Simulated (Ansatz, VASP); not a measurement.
**Cross-check of Al11P7O34 (glassy 61Al2O3-39P2O5 (mol %)) between VASP and Ansatz**

One calculation is typed for both programs; each brings its own data sets. How far apart do they land? The cell is taken from a series of runs on this material, whose earlier steps may have relaxed, scaled, displaced or heated it; both programs get it as it stands.

Program: Ansatz 0.2.0. Level of theory: plane waves, with VASP 6.6.1 beside it; single point at PBE. Results are calculated unless marked as measured.

### 1. Starting point

The cell holds 104 atoms: 22 Al, 14 P and 68 O. Its edges and angles: a = 10.928 Å, b = 10.928 Å, c = 10.928 Å, α = 90.0°, β = 90.0°, γ = 90.0°. As first built, before any earlier steps moved the atoms (in the runner's words): 104 atoms (22 Al, 14 P, 68 O) placed at random at 2.66 g/cm^3, melted at 4000 K for 10 ps at fixed volume with the Morse and Coulomb pair potential with partial charges (Pedone, Malavasi, Menziani, Cormack and Segre, J. Phys. Chem. B 110, 11780 (2006)). Quenched from 4000 K to 300 K at 50 K/ps and fixed volume, held 10 ps at zero pressure.

### 2. VASP: single point, PBE

With cell and atoms fixed, the geometry can't cause a difference; cores, projectors, grids and the points listed under the comparison can.

Lines of VASP's logs that name or quote its potential files are left out, and so is its time.

INCAR reads:

```
SYSTEM = Al11P7O34
PREC = Accurate
ENCUT = 600
EDIFF = 1E-06
NELM = 120
ISMEAR = -1
SIGMA = 0.05
LREAL = Auto
ALGO = Normal
GGA = PE
NBANDS = 344
LORBIT = 11
LWAVE = .FALSE.
LCHARG = .FALSE.
ISIF = 2
LASPH = .TRUE.
GGA_COMPAT = .FALSE.
EFERMI = MIDGAP
NCORE = 2
```

POSCAR reads:

```
Al11P7O34
1.0
   10.9280200000      0.0000000000      0.0000000000
    0.0000000000     10.9280200000      0.0000000000
    0.0000000000      0.0000000000     10.9280200000
Al P O
22 14 68
Direct
    0.1853200000      0.5029100000      0.3500300000
    0.8557100000      0.0706600000      0.4982200000
    0.4707000000      0.5805300000      0.2754800000
    0.3645200000      0.7691200000      0.0526700000
    0.8331200000      0.6106300000      0.5661600000
    0.1569700000      0.4673000000      0.6181000000
    0.9945900000      0.7671500000      0.6973700000
    0.2766200000      0.6404700000      0.7810600000
    0.4213500000      0.0777200000      0.2404900000
    0.8072400000      0.2815900000      0.3267900000
    0.8451700000      0.7969000000      0.1101800000
    0.4029700000      0.4749800000      0.0578200000
    0.5277800000      0.5540900000      0.8293300000
    0.2368000000      0.2068800000      0.3494300000
    0.0610000000      0.7187200000      0.4515700000
    0.5095400000      0.3247100000      0.3319000000
    0.8089200000      0.1913300000      0.8178800000
    0.7829200000      0.9575400000      0.7482500000
    0.9983700000      0.5750300000      0.8373900000
    0.3717600000      0.8908400000      0.6672000000
    0.0868500000      0.1098300000      0.8875000000
    0.3497400000      0.6607600000      0.4844300000
    0.7768500000      0.5428900000      0.2220700000
    0.0951900000      0.8296900000      0.9621200000
    0.6180400000      0.8105400000      0.9148200000
    0.6863200000      0.9469300000      0.3129800000
    0.4410500000      0.3801800000      0.6147400000
    0.8961600000      0.3371000000      0.5839500000
    0.0261400000      0.2186300000      0.1427700000
    0.1390900000      0.0717800000      0.5967000000
[... 68 atom lines left out ...]
    0.7571600000      0.0437900000      0.6129700000
    0.3794200000      0.5746200000      0.8880300000
    0.0903700000      0.7873900000      0.5906600000
    0.8760700000      0.2449800000      0.4820400000
    0.4938100000      0.8141600000      0.5880700000
    0.8466700000      0.6544500000      0.1805300000
```

KPOINTS reads:

```
Automatic mesh
0
Gamma
1 1 1
0 0 0
```

The projector-augmented-wave data sets are Al, P and O (PBE family, release 64).

Run with:

```console
> mpirun -np 8 vasp_gam
```

Numbers of over 12 decimals in the logs are rounded to 6 here.

What it wrote:

```text
[banner, memory and clock lines left out]
running    8 mpi-ranks, on    1 nodes
[...]
LDA part: xc-table for (Slater+PW92), standard interpolation
 POSCAR, INCAR and KPOINTS ok, starting setup
[...]
entering main loop
       N       E                     dE             d eps       ncg     rms          rms(c)
DAV:   1     0.544201038349E+04    0.54420E+04   -0.35048E+05   696   0.174E+03
DAV:   2    -0.386406902027E+03   -0.58284E+04   -0.56259E+04   848   0.397E+02
DAV:   3    -0.860595725986E+03   -0.47419E+03   -0.47088E+03   808   0.121E+02
DAV:   4    -0.870499677531E+03   -0.99040E+01   -0.98546E+01   816   0.187E+01
[...]
DAV:  17    -0.752877150840E+03    0.18619E-04   -0.28317E-04   816   0.466E-02    0.272E-02
DAV:  18    -0.752877147505E+03    0.33348E-05   -0.71034E-05   800   0.192E-02    0.186E-02
DAV:  19    -0.752877147212E+03    0.29358E-06   -0.65022E-06   792   0.504E-03
   1 F= -.75287715E+03 E0= -.75287715E+03  d E =-.268589E-13
```

OUTCAR, selected parts (step 2):

```text
  Total        6.6900706     56.8737079     33.1740376     -5.3356318     21.1464905     -6.3478652
  in kB        8.2132840     69.8228677     40.7271923     -6.5504629     25.9611807     -7.7931644
  external PRESSURE =      39.5877813 kB  Pullay stress =       0.0000000 kB

 POSITION                                       TOTAL-FORCE (eV/Angst)
 -----------------------------------------------------------------------------------
      2.02518      5.49581      3.82513         0.313719      0.059129     -0.952461
      9.35122      0.77217      5.44456         2.362031      0.033780      3.990994
      5.14382      6.34404      3.01045         1.884385     -0.126554     -1.737725
      3.98348      8.40496      0.57558         1.088598     -0.737106      1.486445
      9.10435      6.67298      6.18701        -0.231700      0.361785      0.057554
      1.71537      5.10666      6.75461        -0.016222      1.117599     -0.345422
     10.86890      8.38343      7.62087        -1.562193      0.701702      1.359917
      3.02291      6.99907      8.53544         0.740256      0.856731     -1.404292
      4.60452      0.84933      2.62808        -0.049942     -1.422268      0.168744
[...]
8.04641      8.51173     10.74487         1.151658     -0.157920      1.804859
      1.58751      5.76158      8.45162         0.316162      0.668467     -0.357769
      4.41700      3.56002     10.86671         0.439733      0.126530     -0.636763
      3.05777      0.08021      3.55051         0.458061      2.925772     -0.135189
[...]
-----------------------------------------------------------------------------------
    total drift:                                0.012021     -0.021108     -0.007102

  FREE ENERGIE OF THE ION-ELECTRON SYSTEM (eV)
  ---------------------------------------------------
  free  energy   TOTEN  =      -752.8771472115 eV

  energy  without entropy=     -752.8771472115  energy(sigma->0) =     -752.87714721

[... 3 further parts left out ...]
[key lines of the parts left out:]
E-fermi :   4.5655
```

The run ends at a pressure of 3.96 GPa, with forces up to 4.7 eV/Å.

### 3. Ansatz: single point, PBE

Ansatz runs on its default PAW (the set named soft_2) files.

The same cell, functional, mesh and smearing now go to Ansatz, which takes its cutoff from its data sets.

input.yaml reads:

```yaml
crystal:
  lattice:
    - [10.92802, 0.0, 0.0]
    - [0.0, 10.92802, 0.0]
    - [0.0, 0.0, 10.92802]
  atoms:
    - { symbol: Al, position: [0.18532, 0.50291, 0.35003] }
    - { symbol: Al, position: [0.85571, 0.07066, 0.49822] }
    - { symbol: Al, position: [0.4707, 0.58053, 0.27548] }
    - { symbol: Al, position: [0.36452, 0.76912, 0.05267] }
    - { symbol: Al, position: [0.83312, 0.61063, 0.56616] }
    - { symbol: Al, position: [0.15697, 0.4673, 0.6181] }
    - { symbol: Al, position: [0.99459, 0.76715, 0.69737] }
    - { symbol: Al, position: [0.27662, 0.64047, 0.78106] }
    - { symbol: Al, position: [0.42135, 0.07772, 0.24049] }
    - { symbol: Al, position: [0.80724, 0.28159, 0.32679] }
    - { symbol: Al, position: [0.84517, 0.7969, 0.11018] }
    - { symbol: Al, position: [0.40297, 0.47498, 0.05782] }
    - { symbol: Al, position: [0.52778, 0.55409, 0.82933] }
    - { symbol: Al, position: [0.2368, 0.20688, 0.34943] }
    - { symbol: Al, position: [0.061, 0.71872, 0.45157] }
    - { symbol: Al, position: [0.50954, 0.32471, 0.3319] }
    - { symbol: Al, position: [0.80892, 0.19133, 0.81788] }
    - { symbol: Al, position: [0.78292, 0.95754, 0.74825] }
    - { symbol: Al, position: [0.99837, 0.57503, 0.83739] }
    - { symbol: Al, position: [0.37176, 0.89084, 0.6672] }
    - { symbol: Al, position: [0.08685, 0.10983, 0.8875] }
    - { symbol: Al, position: [0.34974, 0.66076, 0.48443] }
    - { symbol: P, position: [0.77685, 0.54289, 0.22207] }
    - { symbol: P, position: [0.09519, 0.82969, 0.96212] }
    - { symbol: P, position: [0.61804, 0.81054, 0.91482] }
    - { symbol: P, position: [0.68632, 0.94693, 0.31298] }
    - { symbol: P, position: [0.44105, 0.38018, 0.61474] }
    - { symbol: P, position: [0.89616, 0.3371, 0.58395] }
    - { symbol: P, position: [0.02614, 0.21863, 0.14277] }
    - { symbol: P, position: [0.13909, 0.07178, 0.5967] }
[... 68 atom lines left out ...]
    - { symbol: O, position: [0.75716, 0.04379, 0.61297] }
    - { symbol: O, position: [0.37942, 0.57462, 0.88803] }
    - { symbol: O, position: [0.09037, 0.78739, 0.59066] }
    - { symbol: O, position: [0.87607, 0.24498, 0.48204] }
    - { symbol: O, position: [0.49381, 0.81416, 0.58807] }
    - { symbol: O, position: [0.84667, 0.65445, 0.18053] }
kpoints:
  mp_grid: { grid: [1, 1, 1] }
hamiltonian:
  xc: pbe
scf:
  occupations: { method: fermi_dirac, width: 0.05 }
output:
  forces: true
  eigenvalues: true
  populations: true
  stress: true
```

Run with:

```console
> ansatz run input.yaml --threads 4 --pin off --max-ram 8192MiB --backend cpu --events-out ev --progress --plain --runs-dir out
```

What it wrote:

```text
Engine: ansatz 0.2.0, aarch64-unknown-linux-gnu
Pseudopotentials: kind: paw
Pseudopotential: Al, paw, valence charge 3, recommended cutoff 420 eV (normal), Al.paw.azcp
Pseudopotential: P, paw, valence charge 5, recommended cutoff 420 eV (normal), P.paw.azcp
Pseudopotential: O, paw, valence charge 6, recommended cutoff 420 eV (normal), O.paw.azcp
Functional definition: PBE
  parameter kappa = 0.804
  parameter beta = 0.066725
  exchange = pbe_x(kappa = kappa, mu = beta*pi^2/3)
  correlation = pbe_c(beta = beta)
Crystal: 104 atoms, lattice volume = 1305.042 Å³
Basis set: ecut = 420 eV, 25533 PW (Γ), exchange–correlation on 150×150×150 points (8 copies of the dense FFT grid, shifted against one another)
Bands: 376, of which v1, the nominal top of the filled ones, is band 272 counted from 1 (271 counted from 0)
Symmetry: 1 space group operations
Space group: P1 (ITA 1), of the structure as read, at distance tolerance 1.1e-4 Å
k-points: 1
Non-local potential: Al, projectors of the file, l = 0: 2, l = 1: 2, l = 2: 1
Non-local potential: P, projectors of the file, l = 0: 2, l = 1: 2, l = 2: 2
Non-local potential: O, projectors of the file, l = 0: 2, l = 1: 2, l = 2: 1
PAW form: soft (Blöchl's): semilocal exchange-correlation on the pseudo side does not see the compensation charge
PAW one-centre angular grid: Al, 110 points (default); XC on 64 Gauss nodes
PAW one-centre angular grid: P, 110 points (default); XC on 64 Gauss nodes
PAW one-centre angular grid: O, 110 points (default); XC on 64 Gauss nodes
Initial density: superposition of atomic densities (neutral atoms: chi_scale 0, normalization atom), corrected by the library's trained network
Initial wavefunctions: pseudopotential atomic-orbital guess
Functional: x = pbe(κ = 0.804, μ = 0.219515), c = pbe(β = 0.066725)
SCF iter   1: F=—  HF=-61076.881135 eV  |F-HF|=—  |Δ(HF+E_count)|=         —  Δρ=2.55e-3  dr2=1.05e-1  ethr=1.77e-3  ⟨swp⟩=6.0  Hψ=1843  notcnv=0  defer=91
preconditioner: auto → Resta (q_TF=auto, 2.358 Å⁻¹)  ε∞=3.2  [insulator: Δε(μ)=3.471 eV  Ē_g=16.290 eV  σ=0.050 eV  W_gap=1.00  n_scr=256 (ndim 8)  ℏωp=24.0 eV  f_vac=0.129  D(μ)=0.00/eV (n_scr^D=0)  ε∞_Penn≈3.2]
SCF iter   2: F=—  HF=-61076.880981 eV  |F-HF|=—  |Δ(HF+E_count)|=   1.54e-4  Δρ=1.33e-3  dr2=2.45e-2  ethr=1.93e-5  ⟨swp⟩=3.0  Hψ=655  notcnv=0  defer=99
SCF iter   3: F=—  HF=-61076.885030 eV  |F-HF|=—  |Δ(HF+E_count)|=   4.05e-3  Δρ=5.60e-4  dr2=5.95e-3  ethr=4.50e-6  ⟨swp⟩=2.0  Hψ=489  notcnv=0  defer=99
SCF iter   4: F=—  HF=-61076.884744 eV  |F-HF|=—  |Δ(HF+E_count)|=   2.86e-4  Δρ=2.03e-4  dr2=5.39e-4  ethr=1.09e-6  ⟨swp⟩=3.0  Hψ=509  notcnv=0  defer=99
SCF iter   5: F=—  HF=-61076.884752 eV  |F-HF|=—  |Δ(HF+E_count)|=   7.99e-6  Δρ=1.16e-4  dr2=1.44e-4  ethr=9.91e-8  ⟨swp⟩=3.0  Hψ=535  notcnv=0  defer=99
SCF iter   6: F=—  HF=-61076.884766 eV  |F-HF|=—  |Δ(HF+E_count)|=   1.44e-5  Δρ=2.85e-5  dr2=8.73e-6  ethr=2.64e-8  ⟨swp⟩=2.0  Hψ=505  notcnv=0  defer=99
SCF iter   7: F=—  HF=-61076.882976 eV  |F-HF|=—  |Δ(HF+E_count)|=   1.79e-3  Δρ=1.24e-5  dr2=1.70e-6  ethr=1.61e-9  ⟨swp⟩=3.0  Hψ=705  notcnv=0  defer=99
SCF iter   8: F=—  HF=-61076.882977 eV  |F-HF|=—  |Δ(HF+E_count)|=   7.83e-7  Δρ=5.95e-6  dr2=3.77e-7  ethr=3.12e-10  ⟨swp⟩=2.0  Hψ=545  notcnv=0  defer=99
SCF iter   9: F=-61076.882977 eV  HF=-61076.882977 eV  |F-HF|=1.11e-9  |Δ(HF+E_count)|=   6.39e-8  Δρ=1.90e-6  dr2=3.93e-8  ethr=1.84e-11  ⟨swp⟩=22.0  Hψ=2582  notcnv=0
SCF 1 converged in 9 iterations: F = -61076.882977 eV  dr2 = 3.93e-8
  greatest PAW one-centre occupation: 0.868 electrons in one spin orbital (limit 2), on the O atom at site 81 (counted from 0), in its partial waves of l = 0
SCF converged after 9 iterations
Free energy (F): -61076.882977 eV
Harris-Foulkes:  -61076.882977 eV  (|F-HF|=1.11e-9)
Internal energy: -61076.882977 eV  (E = F + TS)
E sigma→0 (E₀):  -61076.882977 eV
Fermi energy:    5.984536 eV
--- Per-component energies (eV) ---
  E_band       = -2218.243399
  E_kinetic    = 13806.596881
  E_local      = -36073.660809  (includes V_loc(G=0)·N_el)
  E_nonlocal   = 3912.368948
  E_hartree    = 13398.535404
  E_xc         = -6815.874221
  E_vxc        = -7972.581342  (∫ρ·V_xc dr)
  E_paw        = -29064.514108  (= ΣΔE_a)
  E_vpaw       = -2688.209654  (= ΣTr[D̂ρ^β])
  E_aug_tail   = 0.173147  (compensation charges beyond the density's cutoff)
  E_ewald      = -20240.508220
  E_smearing   = -0.000000  (= −TS)
  E_closure    = 0.000000  (closes the sum)
  Σ components = -61076.882977   (vs F -61076.882977, Δ=0.00e0)
--- Forces (eV/Å), atoms counted from 1 ---
  atom   1  Al     0.32607783     0.00495909    -0.93117700
  atom   2  Al     2.32562943     0.00800107     4.05316049
  atom   3  Al     1.84024232    -0.14897968    -1.76006863
  atom   4  Al     1.09677951    -0.75178634     1.47421896
  atom   5  Al    -0.16169338     0.39430140     0.03499510
[...]
atom  59  O     -1.77469122     0.55604692    -1.27318781
  atom  60  O     -0.33872390    -0.63595837     0.35245651
  atom  61  O      0.36437809    -0.31095169    -0.01003264
  atom  62  O      1.05251241     0.41748742     0.18429115
  atom  63  O     -0.07584600    -0.25804669     0.58739165
  atom  64  O      0.71975495     1.69294074    -0.71399253
  atom  65  O      0.86323275     1.21501274    -1.69624614
  atom  66  O      0.37894387    -1.10364189     1.82773822
  atom  67  O     -1.29224089    -0.71565873     0.58174725
  atom  68  O     -0.13780139     0.26541581    -1.65062348
  atom  69  O     -0.58153681     2.05559517    -0.88413188
  atom  70  O      0.66468999     0.93745383     0.01733755
  atom  71  O      0.60314362    -1.60699029     1.08890111
  atom  72  O     -0.19627803    -0.05852901    -0.05497500
  atom  73  O     -1.14745736     0.57343939    -0.41668370
  atom  74  O     -0.16716879    -0.68289866     0.21997680
  atom  75  O      0.03286901     0.25149787    -0.20207390
  atom  76  O     -0.11050933    -0.62982708     1.21605003
  atom  77  O      0.25878068     0.31526277    -0.39272917
[...]
atom  97  O      1.35044629    -1.05744770    -0.89701924
  atom  98  O     -0.32224014    -0.56763607    -0.11913289
  atom  99  O     -0.49645524    -0.25863818     0.74396095
  atom 100  O      0.60321562    -1.10728383     1.17315896
  atom 101  O      3.09606594     0.66657858    -2.49635593
  atom 102  O     -0.97161325    -2.31273360    -3.15862490
  atom 103  O      0.21473223     0.66935136     0.48755070
  atom 104  O      1.31760401     0.58007821     0.78706164
  max |Σ_I F_I| component: 9.27e-5 eV/Å
--- Stress (GPa, compression-positive) ---
        1.682980      -0.619850      -0.759533
       -0.619848       7.798831       2.614720
       -0.759534       2.614716       4.938722
  P = ⅓ Tr σ = 4.8068 GPa (48.068 kbar)
--- Band table (eV) ---
  k-point 0: bands = [... 268 lower, 4.0038, 4.0948, 4.1693, 4.3124, 7.6532, 8.8562, 8.9809, 9.2185, ... 100 higher]
--- Löwdin populations: 104 sites ---
  site symbol       q [e]
     0     Al      1.6370
     1     Al      1.5954
     2     Al      1.6364
     3     Al      1.5994
     4     Al      1.6002
     5     Al      1.5938
     6     Al      1.6539
     7     Al      1.6716
     8     Al      1.5560
     9     Al      1.6137
    10     Al      1.5553
    11     Al      1.6636
    12     Al      1.5965
    13     Al      1.6432
    14     Al      1.6355
    15     Al      1.6106
    16     Al      1.6244
    17     Al      1.6606
    18     Al      1.6491
    19     Al      1.6171
    20     Al      1.6241
    21     Al      1.6652
    22      P      2.7610
    23      P      2.7077
[...]
96      O      6.7447
    97      O      6.7819
    98      O      6.9216
    99      O      6.8448
   100      O      6.9112
   101      O      6.7673
   102      O      6.7561
   103      O      6.7838
  spilling = 0.013450 (of n_electrons = 544.000000)
```

Reading the cycles: dr2 is the Hartree energy of the density residual (eV), the measure of convergence; HF is the Harris–Foulkes estimate of the energy, which meets the free energy F at convergence.

The run ends at a pressure of 4.81 GPa, with forces up to 4.8 eV/Å.

### 4. Comparison

Known differences besides the potentials themselves: the cutoff is 420 eV in Ansatz and 600 eV in VASP (PREC = Accurate, projectors in real space). Total energies have different zeros and are not compared.

Compared:

```csv
quantity,Ansatz,VASP,difference
pressure (GPa),4.81,3.96,+0.85
gap on the k mesh (eV),3.341,3.319,+0.021
```

Forces on 9 of the 104 atoms, those with the largest forces and the largest differences (eV/Å; atoms numbered as in POSCAR):

```csv
atom,"Ansatz x, y, z","VASP x, y, z"
Al2,"2.326, 0.008, 4.053","2.362, 0.034, 3.991"
Al17,"-2.540, 1.849, 1.721","-2.613, 1.912, 1.740"
P28,"-0.669, 2.611, 3.229","-0.606, 2.597, 3.232"
P30,"1.016, -0.781, -3.516","1.035, -0.713, -3.436"
O64,"0.720, 1.693, -0.714","0.669, 1.552, -0.643"
O82,"0.211, 0.834, -1.743","0.086, 0.717, -1.814"
O89,"-0.481, 1.550, 4.552","-0.447, 1.448, 4.419"
O101,"3.096, 0.667, -2.496","3.182, 0.695, -2.552"
O102,"-0.972, -2.313, -3.159","-0.968, -2.219, -3.051"
```

The forces differ by 51 meV/Å r.m.s., which is 4.6 % of the r.m.s. force of 1.108 eV/Å (both taken over all components). A gap on the mesh is an upper bound, since the band edges may lie between its points.

### 5. Outcome

```yaml
r_m_s_force_difference_single_point_pbe: 4.6 % of the r.m.s. force
difference_in_pressure_single_point_pbe: 0.85 GPa
```

In words: The r.m.s. force difference is 4.6 % of the r.m.s. force (single point, PBE), beyond the 3 % picked in this series as the mark of a large difference. What causes the difference of the single point, PBE pair stays open here. Such differences can come from data sets, numerical settings and the points named under the comparisons, not from the functional's error against experiment.

[Lines on the potential files, build, host, timing and source positions are cut from VASP's logs without a mark.]

[Logs are printed without paths, hosts, clocks, repeated set-up lines and the standing remarks that a program may print on its own settings, such as how far it seeks lower states.]

[Hosts, paths, dates, database ids (printed as entryN), source tags and the programs' standing remarks are cut or masked in the printed files.]
